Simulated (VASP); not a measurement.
Here is the system:

```xyz
3
Lattice="0.0000 3.0570 3.0570 3.0570 0.0000 3.0570 3.0570 3.0570 0.0000" Properties=species:S:1:pos:R:3 pbc="T T T"
Ba     0.0000     0.0000     0.0000
F      1.5285     1.5285     1.5285
F      4.5855     4.5855     4.5855
```

Calculation: PBEsol GGA, VASP's PBE PAW potentials (set 64) (plane waves; VASP). Run with 520 eV cut-off, 6×6×6 Γ-centred mesh, Gaussian smearing of 0.050 eV, potentials Ba_sv F.

Q: Give the stress tensor in GPa (positive for a compressed cell).

A: 
```
2.07  0.00  0.00
0.00  2.07  0.00
0.00  0.00  2.07
```
The pressure is its mean diagonal, 2.07 GPa.

The compound is BaF2 in the fluorite structure. This cell is one point of a volume scan, at 0.97 of the reference volume.
